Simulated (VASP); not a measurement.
Method: PBEsol GGA, VASP's PBE PAW potentials (set 64) (plane waves; VASP).

VASP ran on this input.

**POSCAR**
```
C
1
    2.1273200000    -1.2282800000     0.0000000000
    2.1273200000     1.2282800000     0.0000000000
   -1.3790690000     0.0000000000     3.5028350000
C
2
Direct
  0.8333600000   0.8333600000   0.0000900000
  0.1666400000   0.1666400000   0.9999100000
```

KPOINTS:
```
Automatic mesh
0
Gamma
6 6 4
0 0 0
```

**INCAR**
```
SYSTEM = C
PREC = Accurate
ENCUT = 400
EDIFF = 1E-6
NELM = 100
ALGO = Normal
LREAL = .FALSE.
LASPH = .TRUE.
ISMEAR = 0
SIGMA = 0.05
GGA = PS
LWAVE = .FALSE.
LCHARG = .FALSE.
ISIF = 2
```

POTCAR, in this order: C (PBE.64 set). Program: vasp_std.

Output of the run:

File OSZICAR:
```
       N       E                     dE             d eps       ncg     rms          rms(c)
DAV:   1    -0.480042143582E+01   -0.48004E+01   -0.36928E+03   792   0.712E+02
DAV:   2    -0.202683382133E+02   -0.15468E+02   -0.15160E+02  1040   0.101E+02
DAV:   3    -0.204731462538E+02   -0.20481E+00   -0.20475E+00   936   0.128E+01
DAV:   4    -0.204738934196E+02   -0.74717E-03   -0.74717E-03  1248   0.711E-01
DAV:   5    -0.204738936765E+02   -0.25687E-06   -0.25680E-06   952   0.102E-02    0.648E+00
DAV:   6    -0.195637443349E+02    0.91015E+00   -0.96774E-01   896   0.687E+00    0.378E+00
DAV:   7    -0.192698523951E+02    0.29389E+00   -0.10284E+00   912   0.705E+00    0.982E-01
DAV:   8    -0.192713268469E+02   -0.14745E-02   -0.10412E-02   928   0.885E-01    0.718E-02
DAV:   9    -0.192712752968E+02    0.51550E-04   -0.32513E-04  1008   0.143E-01    0.466E-02
DAV:  10    -0.192713591650E+02   -0.83868E-04   -0.11650E-04   864   0.872E-02    0.193E-02
DAV:  11    -0.192713592040E+02   -0.38948E-07   -0.26804E-06  1088   0.119E-02
   1 F= -.19271359E+02 E0= -.19271359E+02  d E =-.147125E-12
```

**OUTCAR**
```
------------------------ aborting loop because EDIFF is reached ----------------------------------------
  FORCE on cell =-STRESS in cart. coord.  units (eV):
  Direction    XX          YY          ZZ          XY          YZ          ZX
  --------------------------------------------------------------------------------------
  Total        0.0975151      0.0722686     -0.3695472      0.0000000      0.0000000     -0.0073086
  in kB        8.5349839      6.3252914    -32.3445131      0.0000000      0.0000000     -0.6396869
  external PRESSURE =      -5.8280793 kB  Pullay stress =       0.0000000 kB
  volume of cell :       18.31
      direct lattice vectors                 reciprocal lattice vectors
     2.127320000 -1.228280000  0.000000000     0.235037512 -0.407073306  0.092534460
     2.127320000  1.228280000  0.000000000     0.235037512  0.407073306  0.092534460
    -1.379069000  0.000000000  3.502835000     0.000000000  0.000000000  0.285483044
 POSITION                                       TOTAL-FORCE (eV/Angst)
 -----------------------------------------------------------------------------------
      3.54552      0.00000      0.00032        -0.007170      0.000000      0.053493
     -0.66995      0.00000      3.50252         0.007170      0.000000     -0.053493
 -----------------------------------------------------------------------------------
    total drift:                                0.000000      0.000000     -0.000000
  FREE ENERGIE OF THE ION-ELECTRON SYSTEM (eV)
  ---------------------------------------------------
  free  energy   TOTEN  =       -19.2713592040 eV

  energy  without entropy=      -19.2713592040  energy(sigma->0) =      -19.27135920
```
(Selected blocks of OUTCAR.)

At this cut-off the stress carries a Pulay error, which pulls relaxed volumes low.

The structure comes from a computed database's C entry; how it stands against other phases isn't given here. The cell was not relaxed at this level. The k-mesh is coarse (spacing up to 0.50 per Å, 2π included), so the numbers may not be converged in it. The run is one of a series of settings (KPOINTS 6×6×4 Γ-centred mesh against the base run), some of them coarse on purpose.
